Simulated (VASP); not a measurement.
An input for Quantum ESPRESSO's pw.x (written as the equivalent of a VASP run, and not itself run):

```
&CONTROL
  calculation = 'vc-relax'
  pseudo_dir = './pseudo'
  outdir = './out'
  tprnfor = .true.
  tstress = .true.
  nstep = 40
  forc_conv_thr = 0.00078
/
&SYSTEM
  ibrav = 0
  nat = 3
  ntyp = 2
  ecutwfc = 72
  occupations = 'smearing'
  smearing = 'gaussian'
  degauss = 0.003675
  input_dft = 'pbesol'
/
&ELECTRONS
  conv_thr = 7.3e-08
  electron_maxstep = 100
/
&IONS
/
&CELL
/
ATOMIC_SPECIES
  Sn 118.710 Sn.upf
  S 32.060 S.upf
CELL_PARAMETERS angstrom
     1.8256807   -3.1621720   -0.0000000
     1.8256807    3.1621720    0.0000000
     0.0000000    0.0000000    6.0159357
ATOMIC_POSITIONS crystal
  Sn   0.0000000  0.0000000  0.0000000
  S    0.3333330  0.6666670  0.2448788
  S    0.6666670  0.3333330  0.7551212
K_POINTS automatic
  7 7 4 0 0 0
```

Question: Write the VASP files for the same calculation (PBEsol).

Answer: This is not unique; one that fits is 
File POSCAR:
```
SnS2
1
    1.8256807167    -3.1621720361    -0.0000000000
    1.8256807167     3.1621720361     0.0000000000
    0.0000000000     0.0000000000     6.0159356862
Sn S
1 2
Direct
  0.0000000000   0.0000000000   0.0000000000
  0.3333330000   0.6666670000   0.2448787866
  0.6666670000   0.3333330000   0.7551212134
```

**KPOINTS**
```
kpoints
0
gamma
7 7 4
```

### INCAR
```
SYSTEM = SnS2
PREC = Accurate
ENCUT = 500
EDIFF = 1E-6
NELM = 100
ALGO = Normal
LREAL = .FALSE.
LASPH = .TRUE.
ISMEAR = 0
SIGMA = 0.05
GGA = PS
LMAXMIX = 4
LWAVE = .FALSE.
LCHARG = .FALSE.
IBRION = 2
ISIF = 3
NSW = 40
EDIFFG = -0.02
```

POTCAR, in this order: Sn_d S (PBE.64 set). Program: vasp_std.

Limits of the translation: the potentials are each code's own (VASP's PAW set, PseudoDojo norm-conserving files in pw.x), so ENCUT and ecutwfc are chosen apart and not converted; conv_thr bounds pw.x's estimated SCF error, while EDIFF bounds the energy change between steps; forc_conv_thr acts on force components and is met together with etot_conv_thr.

The compound is SnS2 in the 1T layered structure. It was relaxed first.
